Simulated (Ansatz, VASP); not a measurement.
# La2O3 in two plane-wave programs

Wanted: the spread between two codes on one cell, functional and k mesh. Of the first pair: The structure shown is the start of the Ansatz relaxation below; VASP solves that cell, so the two are compared at the walk's first step.

Method: plane waves, with VASP 6.6.1 beside it; single point at PBE, in Ansatz 0.2.0.

## (1) Set-up

It takes space group P-3m1 (No. 164, trigonal). The conventional cell has a = 3.914 Å, b = 3.914 Å, c = 6.146 Å, α = 90.00°, β = 90.00°, γ = 120.00°. Nearest to O lie 4 La at 2.35 to 2.45 Å. Nearest to O lie 6 La at 2.72 Å. Nearest to La lie 7 O at 2.35 to 2.72 Å. Farther neighbours and most contacts between anions are not listed.

As a file:

```cif
data_structure
_symmetry_space_group_name_H-M 'P-3m1'
_symmetry_Int_Tables_number 164
_cell_length_a 3.9141
_cell_length_b 3.9141
_cell_length_c 6.1464
_cell_angle_alpha 90.000
_cell_angle_beta 90.000
_cell_angle_gamma 120.000
_cell_volume 81.55
loop_
_atom_site_label
_atom_site_type_symbol
_atom_site_symmetry_multiplicity
_atom_site_Wyckoff_symbol
_atom_site_fract_x
_atom_site_fract_y
_atom_site_fract_z
_atom_site_occupancy
O1 O 2 d 0.66667 0.33333 0.35469 1
O2 O 1 a 0.00000 0.00000 0.00000 1
La1 La 2 d 0.66667 0.33333 0.75263 1
```

## (2) Ansatz: relaxation, PBE

Ansatz runs on its PAW soft_1 files.

The two programs are compared at the cell with which this relaxation starts, whose forces are those of its first step.

File input.yaml:

```yaml
crystal:
  lattice:
    - [3.9141250137, 0.0, 0.0]
    - [-1.9570625068, 3.3897316954, 0.0]
    - [0.0, 0.0, 6.1463600056]
  atoms:
    - { symbol: O, position: [0.6666666667, 0.3333333333, 0.3546891775] }
    - { symbol: O, position: [0.3333333333, 0.6666666667, 0.6453108225] }
    - { symbol: O, position: [0.0, 0.0, 0.0] }
    - { symbol: La, position: [0.6666666667, 0.3333333333, 0.7526282288] }
    - { symbol: La, position: [0.3333333333, 0.6666666667, 0.2473717712] }
kpoints:
  mp_grid: { grid: [9, 9, 4] }
hamiltonian:
  xc: pbe
  pseudopotentials: { kind: paw, azcp: { folder: soft_1 } }
scf:
  occupations: { method: fixed }
output:
  forces: true
  stress: true
  eigenvalues: true
relax:
  adjacent_minimum: "off"
  f_tol: 0.001
  max_steps: 60
  cell: { stress_tol: 0.01, fix: [volume] }
```

Command:

```bash
> ansatz run input.yaml --threads 4 --pin off --max-ram 16384MiB --backend cpu --events-out ev --progress --plain --runs-dir out
```

Numbers of over 12 decimals in the logs are rounded to 6 here.

The log of the run:

```text
Engine: ansatz 0.2.0, x86_64-unknown-linux-gnu
Pseudopotentials: kind: paw
Pseudopotential: O, paw, valence charge 6, recommended cutoff 420 eV (normal), soft_1/O.paw.azcp
Pseudopotential: La, paw, valence charge 11, recommended cutoff 420 eV (normal), soft_1/La.paw.azcp
Functional definition: PBE
  parameter kappa = 0.804
  parameter beta = 0.066725
  exchange = pbe_x(kappa = kappa, mu = beta*pi^2/3)
  correlation = pbe_c(beta = beta)
Crystal: 5 atoms, lattice volume = 81.549 Å³
Basis set: ecut = 420 eV, 1617 PW (Γ), exchange–correlation on 54×54×90 points (8 copies of the dense FFT grid, shifted against one another)
Bands: 25, of which v1, the nominal top of the filled ones, is band 20 counted from 1 (19 counted from 0)
Symmetry: 12 space group operations
Space group: P-3m1 (ITA 164), of the structure as read, at distance tolerance 4.3e-5 Å
k-points: 43 of 324
Non-local potential: O, projectors of the file, l = 0: 2, l = 1: 2, l = 2: 1
Non-local potential: La, projectors of the file, l = 0: 3, l = 1: 2, l = 2: 2, l = 3: 3
PAW form: soft (Blöchl's): semilocal exchange-correlation on the pseudo side does not see the compensation charge
PAW one-centre angular grid: O, 110 points (default); XC on 64 Gauss nodes
PAW one-centre angular grid: La, 590 points (default); XC on 64 Gauss nodes
Initial density: superposition of atomic densities (chi_scale 0.1, normalization cell, long waves kept (reshape's long-wave potential 0.03 eV rms))
Initial wavefunctions: pseudopotential atomic-orbital guess
Functional: x = pbe(κ = 0.804, μ = 0.219515), c = pbe(β = 0.066725)
SCF iter   1: F=—  HF=-14212.843409 eV  |F-HF|=—  |Δ(HF+E_count)|=         —  Δρ=6.09e-2  dr2=2.89e0  ethr=3.10e-3  ⟨swp⟩=4.1  Hψ=4417  notcnv=0  defer=72
preconditioner: auto → Resta (q_TF=auto, 2.423 Å⁻¹)  ε∞=5.5  [insulator: Δε(μ)=2.984 eV  Ē_g=11.691 eV  n_scr=22 (ndim 8)  ℏωp=24.7 eV  f_vac=0.000  ε∞_Penn≈5.5]
SCF iter   2: F=—  HF=-14212.533489 eV  |F-HF|=—  |Δ(HF+E_count)|=   3.10e-1  Δρ=3.05e-2  dr2=9.55e-1  ethr=3.10e-3  ⟨swp⟩=4.9  Hψ=2727  notcnv=0  defer=78
SCF iter   3: F=—  HF=-14212.459013 eV  |F-HF|=—  |Δ(HF+E_count)|=   7.45e-2  Δρ=1.62e-2  dr2=2.69e-1  ethr=2.39e-3  ⟨swp⟩=2.2  Hψ=1795  notcnv=0  defer=88
SCF iter   4: F=—  HF=-14212.475627 eV  |F-HF|=—  |Δ(HF+E_count)|=   1.66e-2  Δρ=6.46e-3  dr2=4.52e-2  ethr=6.73e-4  ⟨swp⟩=3.7  Hψ=1959  notcnv=0  defer=105
SCF iter   5: F=—  HF=-14212.480979 eV  |F-HF|=—  |Δ(HF+E_count)|=   5.35e-3  Δρ=3.44e-3  dr2=1.07e-2  ethr=1.13e-4  ⟨swp⟩=5.0  Hψ=2163  notcnv=0  defer=124
SCF iter   6: F=—  HF=-14212.481720 eV  |F-HF|=—  |Δ(HF+E_count)|=   7.41e-4  Δρ=9.74e-4  dr2=8.81e-4  ethr=2.67e-5  ⟨swp⟩=3.0  Hψ=1563  notcnv=0  defer=124
SCF iter   7: F=—  HF=-14212.483222 eV  |F-HF|=—  |Δ(HF+E_count)|=   1.50e-3  Δρ=2.18e-4  dr2=4.77e-5  ethr=2.20e-6  ⟨swp⟩=4.1  Hψ=2034  notcnv=0  defer=124
SCF iter   8: F=—  HF=-14212.483269 eV  |F-HF|=—  |Δ(HF+E_count)|=   4.77e-5  Δρ=5.58e-5  dr2=3.60e-6  ethr=1.19e-7  ⟨swp⟩=2.0  Hψ=1885  notcnv=0  defer=124
SCF iter   9: F=—  HF=-14212.483273 eV  |F-HF|=—  |Δ(HF+E_count)|=   3.58e-6  Δρ=1.59e-5  dr2=2.38e-7  ethr=9.00e-9  ⟨swp⟩=2.0  Hψ=1810  notcnv=0  defer=128
SCF iter  10: F=-14212.483273 eV  HF=-14212.483273 eV  |F-HF|=5.46e-9  |Δ(HF+E_count)|=   8.62e-8  Δρ=2.84e-6  dr2=8.95e-9  ethr=2.50e-10  ⟨swp⟩=17.4  Hψ=7342  notcnv=0
SCF 1 converged in 10 iterations: F = -14212.483273 eV  dr2 = 8.95e-9
  greatest PAW one-centre occupation: 0.971 electrons in one spin orbital (limit 2), on the La atom at site 4 (counted from 0), in its partial waves of l = 0
relax step   1: F+E_penalty+E_count = -14212.48327312 eV  Δ(F+E_penalty+E_count) = +0.000e0 eV  max|allowed force component| = 1.517e-1 eV/Å  Δτ_max = 0.0000 Å  P = +2.722 GPa  Ω = 81.549 Å³  fix = [volume]  reactions: volume +2.722 GPa  (10 SCF iters, dr2 threshold 1.00e-7 eV, accepted)
[...]
relax step   8: F+E_penalty+E_count = -14212.48543893 eV  Δ(F+E_penalty+E_count) = -9.839e-6 eV  max|allowed force component| = 4.173e-5 eV/Å  Δτ_max = 0.0000 Å  P = +2.294 GPa  Ω = 81.549 Å³  fix = [volume]  reactions: volume +2.294 GPa  stress off target by 2.03e-2 GPa on what of the cell is left free  SCF on the basis re-selected at this cell (its energy is not comparable with the rows above)  (7 SCF iters)
[...]
relax step   9: F+E_penalty+E_count = -14212.48544096 eV  Δ(F+E_penalty+E_count) = -2.030e-6 eV  max|allowed force component| = 2.496e-5 eV/Å  Δτ_max = 0.0001 Å  P = +2.285 GPa  Ω = 81.549 Å³  energy of the carried Pulay correction = +3.260e-7 eV  fix = [volume]  reactions: volume +2.285 GPa  (6 SCF iters, dr2 threshold 1.03e-9 eV, accepted)
[...]
relax step  10: F+E_penalty+E_count = -14212.48547019 eV  Δ(F+E_penalty+E_count) = -2.923e-5 eV  max|allowed force component| = 2.392e-5 eV/Å  Δτ_max = 0.0000 Å  P = +2.285 GPa  Ω = 81.549 Å³  fix = [volume]  reactions: volume +2.285 GPa  stress off target by 1.64e-3 GPa on what of the cell is left free  SCF on the basis re-selected at this cell (its energy is not comparable with the rows above)  (7 SCF iters)
basis re-selected at this cell: Δ(F+E_penalty+E_count) = -2.923e-5 eV, ΔP = +0.000 GPa vs the last step (what re-selecting the basis moved, of the pressure what is left beyond the Pulay correction that the steps carried, after the strain that the cell walked since its last selection, with what the two solves' SCF thresholds leave and, on support functions, any second-order correction that the steps lacked; it is no m [...]
SCF converged after 7 iterations
Free energy (F): -14212.485470 eV
Harris-Foulkes:  -14212.485470 eV  (|F-HF|=1.82e-12)
Internal energy: -14212.485470 eV  (E = F + TS)
E sigma→0 (E₀):  -14212.485470 eV
Fermi energy:    9.665770 eV
--- Per-component energies (eV) ---
  E_band       = -7.465982
  E_kinetic    = 882.001102
  E_local      = -1489.915225  (includes V_loc(G=0)·N_el)
  E_nonlocal   = 331.318735
  E_hartree    = 557.085649
  E_xc         = -504.556176
  E_vxc        = -569.272007  (∫ρ·V_xc dr)
  E_paw        = -11321.153643  (= ΣΔE_a)
  E_vpaw       = -275.772120  (= ΣTr[D̂ρ^β])
  E_aug_tail   = 0.002244  (compensation charges beyond the density's cutoff)
  E_ewald      = -2667.268155
  E_smearing   = -0.000000  (= −TS)
  E_closure    = 0.000000  (closes the sum)
  Σ components = -14212.485470   (vs F -14212.485470, Δ=0.00e0)
--- Forces (eV/Å), atoms counted from 1 ---
  atom   1  O      0.00000000    -0.00000000    -0.00001439
  atom   2  O     -0.00000000     0.00000000     0.00001439
  atom   3  O      0.00000000     0.00000000     0.00000000
  atom   4  La    -0.00000000     0.00000000     0.00002392
  atom   5  La     0.00000000    -0.00000000    -0.00002392
  max |Σ_I F_I| component: 4.63e-18 eV/Å
--- Stress (GPa, compression-positive) ---
        2.286299      -0.000000       0.000000
       -0.000000       2.286299      -0.000000
        0.000000      -0.000000       2.283837
  P = ⅓ Tr σ = 2.2855 GPa (22.855 kbar)
--- Band table (eV; the first three rows and the last of 43) ---
  k-point 0: bands = [... 16 lower, 8.0114, 9.2929, 9.2929, 9.5581, 13.9779, 14.2597, 14.2597, 14.8451, ... 1 higher]
  k-point 1: bands = [... 16 lower, 8.3809, 9.2620, 9.3378, 9.3378, 14.1122, 14.3204, 14.3204, 14.8173, ... 1 higher]
  k-point 2: bands = [... 16 lower, 8.6748, 8.8848, 9.3889, 9.3889, 14.3375, 14.3756, 14.3756, 14.6088, ... 1 higher]
  k-point 42: bands = [... 16 lower, 9.1204, 9.3978, 9.3978, 9.4589, 13.9294, 14.4988, 14.5642, 14.5642, ... 1 higher]
--- Relaxed structure (8 steps of the walk, 6 accepted, 2 SCFs on fresh bases) ---
  F+E_penalty+E_count = -14212.48547019 eV   max|allowed force component| = 2.392e-5 eV/Å   (the final SCF, on the basis selected at the relaxed cell)
  cell:  # Å, volume = 81.5489 Å³
    - [3.925303, -2.8949870504604737e-11, -4.1250188047081183e-19]
    - [-1.962652, 3.399412, -4.125018804760798e-19]
    - [-6.477527037430663e-19, -1.1219405936135445e-18, 6.111403]
  atoms:
    - { symbol: O, position: [0.666667, 0.333333, 0.353933] }
    - { symbol: O, position: [0.333333, 0.666667, 0.646067] }
    - { symbol: O, position: [0, 0, 0.0] }
    - { symbol: La, position: [0.666667, 0.333333, 0.754081] }
    - { symbol: La, position: [0.333333, 0.666667, 0.245919] }
```

## (3) VASP: single point, PBE, start cell, pair 1

The same cell, functional and mesh now go to VASP, with its own data sets.

Lines of VASP's logs that name or quote its potential files are left out, and so is its time.

File INCAR:

```
SYSTEM = La2O3
PREC = Accurate
ENCUT = 520
EDIFF = 1E-06
NELM = 200
ISMEAR = 0
SIGMA = 0.01
LREAL = .FALSE.
ALGO = Normal
GGA = PE
NBANDS = 26
LASPH = .TRUE.
LORBIT = 11
LWAVE = .FALSE.
LCHARG = .FALSE.
ISIF = 2
GGA_COMPAT = .FALSE.
EFERMI = MIDGAP
LMAXMIX = 6
KPAR = 2
```

File POSCAR:

```
La2O3
1.0
    3.9141250000      0.0000000000      0.0000000000
   -1.9570630000      3.3897320000      0.0000000000
    0.0000000000      0.0000000000      6.1463600000
O La
3 2
Direct
    0.6666668862      0.3333334317      0.3546891168
    0.3333333693      0.6666665683      0.6453108832
    0.0000000000      0.0000000000      0.0000000000
    0.6666668862      0.3333334317      0.7526282222
    0.3333333693      0.6666665683      0.2473717778
```

File KPOINTS:

```
Automatic mesh
0
Gamma
9 9 4
0 0 0
```

PAW data sets: O and La (PBE family, release 64).

Command:

```bash
> mpirun -np 2 vasp_std
```

The log of the run:

```text
[banner, memory and clock lines left out]
running    2 mpi-ranks, on    1 nodes
 distrk:  each k-point on    1 cores,    2 groups
 distr:  one band on    1 cores,    1 groups

 POSCAR found type information on POSCAR O La
 POSCAR found :  2 types and       5 ions
 LDA part: xc-table for (Slater+PW92), standard interpolation
 POSCAR, INCAR and KPOINTS ok, starting setup
 FFT: planning ... GRIDC
 FFT: planning ... GRID_SOFT
 FFT: planning ... GRID
 WAVECAR not read
 entering main loop
       N       E                     dE             d eps       ncg     rms          rms(c)
DAV:   1     0.474167420341E+03    0.47417E+03   -0.15532E+04  2292   0.232E+03
DAV:   2     0.888200631211E+02   -0.38535E+03   -0.37531E+03  3124   0.378E+02
DAV:   3    -0.299824349190E+02   -0.11880E+03   -0.11623E+03  3764   0.202E+02
DAV:   4    -0.464301968072E+02   -0.16448E+02   -0.16421E+02  3808   0.822E+01
DAV:   5    -0.474856157255E+02   -0.10554E+01   -0.10548E+01  3848   0.241E+01    0.151E+01
DAV:   6    -0.418307153585E+02    0.56549E+01   -0.50553E+01  3552   0.410E+01    0.770E+00
DAV:   7    -0.418168583662E+02    0.13857E-01   -0.55445E+00  4352   0.231E+01    0.358E+00
DAV:   8    -0.418109120663E+02    0.59463E-02   -0.53113E-01  3920   0.600E+00    0.132E+00
DAV:   9    -0.418092628995E+02    0.16492E-02   -0.79753E-02  3904   0.229E+00    0.386E-01
DAV:  10    -0.418118204996E+02   -0.25576E-02   -0.36885E-02  3888   0.127E+00    0.193E-01
DAV:  11    -0.418126776256E+02   -0.85713E-03   -0.11225E-02  3872   0.779E-01    0.133E-01
DAV:  12    -0.418128783455E+02   -0.20072E-03   -0.23967E-03  3464   0.352E-01    0.564E-02
DAV:  13    -0.418129200686E+02   -0.41723E-04   -0.11517E-03  3880   0.224E-01    0.234E-02
DAV:  14    -0.418129265326E+02   -0.64640E-05   -0.16630E-04  3792   0.998E-02    0.114E-02
DAV:  15    -0.418129245966E+02    0.19360E-05   -0.34310E-05  3832   0.429E-02    0.292E-03
DAV:  16    -0.418129247320E+02   -0.13534E-06   -0.39696E-06  2848   0.162E-02
   1 F= -.41812925E+02 E0= -.41812925E+02  d E =0.000000E+00
```

From OUTCAR (step 3):

```text
ion  position               nearest neighbor table
   1  0.667  0.333  0.355-   5 2.35   5 2.35   5 2.35   4 2.45
   2  0.333  0.667  0.645-   4 2.35   4 2.35   4 2.35   5 2.45
   3  0.000  0.000  0.000-   4 2.72   5 2.72   5 2.72   4 2.72   5 2.72   4 2.72
   4  0.667  0.333  0.753-   2 2.35   2 2.35   2 2.35   1 2.45   3 2.72   3 2.72   3 2.72
   5  0.333  0.667  0.247-   1 2.35   1 2.35   1 2.35   2 2.45   3 2.72   3 2.72   3 2.72

  LATTYP: Found a hexagonal cell.
 ALAT       =     3.9141250000
 C/A-ratio  =     1.5703024303

 Subroutine GETGRP returns: Found 12 space group operations
 (whereof 12 operations were pure point group operations)

The static configuration has the point symmetry D_3d.

 Found     43 irreducible k-points:

   k-points           NKPTS =     43   k-points in BZ     NKDIM =     43   number of bands    NBANDS=     26

   dimension x,y,z NGX =    30 NGY =   30 NGZ =   48
   dimension x,y,z NGXF=    60 NGYF=   60 NGZF=   96

   ENCUT  =  520.0 eV  38.22 Ry    6.18 a.u.   7.28  7.28 11.43*2*pi/ulx,y,z

   NELECT =      40.0000    total number of electrons

 k-points in reciprocal lattice and weights: Automatic mesh
   0.00000000  0.00000000  0.00000000       0.003
   0.11111111 -0.00000000  0.00000000       0.019
   0.22222222 -0.00000000  0.00000000       0.019
   0.33333333  0.00000000  0.00000000       0.019
   0.44444444 -0.00000000  0.00000000       0.019
   0.11111111  0.11111111  0.00000000       0.019
   0.22222222  0.11111111  0.00000000       0.037
   0.33333333  0.11111111  0.00000000       0.037
   0.44444444  0.11111111  0.00000000       0.019
[...]
0.33333333  0.22222222  0.50000000       0.037
   0.33333333  0.33333333  0.50000000       0.006

 average (electrostatic) potential at core
       1 -67.0597       2 -67.0597       3 -66.5359       4 -94.8920       5 -94.8920

 E-fermi :   7.9331

 k-point     1 :       0.0000    0.0000    0.0000
  band No.  band energies     occupation
    ...
     16       3.8797      2.00000
     17       4.3448      2.00000
     18       5.6334      2.00000
     19       5.6334      2.00000
     20       5.8893      2.00000
     21      10.3156      0.00000
     22      10.6726      0.00000
     23      10.6726      0.00000
     24      11.1826      0.00000
     25      11.4030      0.00000
    ...

 k-point     2 :       0.1111   -0.0000    0.0000
  band No.  band energies     occupation
    ...
     16       3.9302      2.00000
     17       4.6737      2.00000
     18       5.4574      2.00000
     19       5.6218      2.00000
     20       5.8416      2.00000
     21      10.4200      0.00000
     22      10.6741      0.00000
     23      10.7584      0.00000
     24      11.2092      0.00000
     25      11.3522      0.00000
    ...

 k-point     3 :       0.2222   -0.0000    0.0000
  band No.  band energies     occupation
    ...
     16       4.2371      2.00000
     17       5.0262      2.00000
     18       5.1297      2.00000
     19       5.6266      2.00000
     20       5.7859      2.00000
     21      10.2887      0.00000
     22      10.7167      0.00000
     23      10.9557      0.00000
     24      11.2986      0.00000
     25      11.3102      0.00000
    ...

  Total        1.3238412      1.3238415      1.0153088     -0.0000002      0.0000000      0.0000000
  in kB       26.0092859     26.0092907     19.9476012     -0.0000038      0.0000000      0.0000000
  external PRESSURE =      23.9887259 kB  Pullay stress =       0.0000000 kB

  energy-cutoff  :      520.00
  volume of cell :       81.55
      direct lattice vectors                 reciprocal lattice vectors
     3.914125000  0.000000000  0.000000000     0.255484942  0.147504324  0.000000000
    -1.957063000  3.389732000  0.000000000     0.000000000  0.295008573  0.000000000
     0.000000000  0.000000000  6.146360000     0.000000000  0.000000000  0.162697922

 POSITION                                       TOTAL-FORCE (eV/Angst)
 -----------------------------------------------------------------------------------
      1.95706      1.12991      2.18005         0.000000     -0.000000      0.021829
     -0.00000      2.25982      3.96631         0.000000      0.000000     -0.021829
      0.00000      0.00000      0.00000         0.000000      0.000000      0.000000
      1.95706      1.12991      4.62592         0.000000      0.000000      0.138123
     -0.00000      2.25982      1.52044        -0.000000     -0.000000     -0.138123
 -----------------------------------------------------------------------------------
    total drift:                               -0.002354      0.000000     -0.000000

  FREE ENERGIE OF THE ION-ELECTRON SYSTEM (eV)
  ---------------------------------------------------
  free  energy   TOTEN  =       -41.8129247320 eV

  energy  without entropy=      -41.8129247320  energy(sigma->0) =      -41.81292473

 total charge
# of ion       s       p       d       f       tot
--------------------------------------------------
    1        1.571   3.468   0.000   0.000   5.039
    2        1.571   3.468   0.000   0.000   5.039
    3        1.557   3.380   0.000   0.000   4.937
    4        2.020   5.698   0.651   0.246   8.615
    5        2.020   5.698   0.651   0.246   8.615
--------------------------------------------------
tot          8.737  21.714   1.301   0.493  32.245

[... 3 further parts left out ...]
```

The run ends at a pressure of 2.40 GPa, with forces up to 0.14 eV/Å.

## (4) Side by side

Known differences besides the potentials themselves: fixed occupations in Ansatz, narrow Gaussian smearing in VASP; the cutoff is 420 eV in Ansatz and 520 eV in VASP. Total energies have different zeros and are not compared.

Forces (eV/Å; atoms numbered as in POSCAR):

| atom | Ansatz x, y, z | VASP x, y, z |
| --- | --- | --- |
| O1 | 0.000, 0.000, 0.026 | 0.000, 0.000, 0.022 |
| O2 | 0.000, 0.000, -0.026 | 0.000, 0.000, -0.022 |
| O3 | 0.000, 0.000, 0.000 | 0.000, 0.000, 0.000 |
| La4 | 0.000, 0.000, 0.152 | 0.000, 0.000, 0.138 |
| La5 | 0.000, 0.000, -0.152 | 0.000, 0.000, -0.138 |

The forces differ by 5.2 meV/Å r.m.s., which is 10.2 % of the r.m.s. force of 0.051 eV/Å (both taken over all components).

## (5) Ansatz: relaxation, PBE

This run makes the geometry at which the two programs are then compared.

The structure compared here is the end of the Ansatz relaxation.

input.yaml is that of step 2.

Command:

```bash
> ansatz run input.yaml --threads 4 --pin off --max-ram 16384MiB --backend cpu --events-out ev --progress --plain --runs-dir out
```

The log of the run:

```text
[...]
Crystal: 5 atoms, lattice volume = 81.549 Å³
Basis set: ecut = 420 eV, 1617 PW (Γ), exchange–correlation on 54×54×90 points (8 copies of the dense FFT grid, shifted against one another)
Bands: 25, of which v1, the nominal top of the filled ones, is band 20 counted from 1 (19 counted from 0)
Symmetry: 12 space group operations
[...]
k-points: 43 of 324
[...]
- [3.925303, -2.8949870504604737e-11, -4.1250188047081183e-19]
    - [-1.962652, 3.399412, -4.125018804760798e-19]
    - [-6.477527037430663e-19, -1.1219405936135445e-18, 6.111403]
  atoms:
    - { symbol: O, position: [0.666667, 0.333333, 0.353933] }
    - { symbol: O, position: [0.333333, 0.666667, 0.646067] }
    - { symbol: O, position: [0, 0, 0.0] }
    - { symbol: La, position: [0.666667, 0.333333, 0.754081] }
    - { symbol: La, position: [0.333333, 0.666667, 0.245919] }
[key lines of the parts left out:]
SCF converged after 7 iterations
Free energy (F): -14212.485470 eV
Fermi energy:    9.665770 eV
P = ⅓ Tr σ = 2.2855 GPa (22.855 kbar)
```

(Part 1 of 2 ends here.)

[Lines on the potential files, build, host, timing and source positions are cut from VASP's logs without a mark.]

[Logs are printed without paths, hosts, clocks, repeated set-up lines and the standing remarks that a program may print on its own settings, such as how far it seeks lower states.]

[Hosts, paths, dates, database ids (printed as entryN), source tags and the programs' standing remarks are cut or masked in the printed files.]
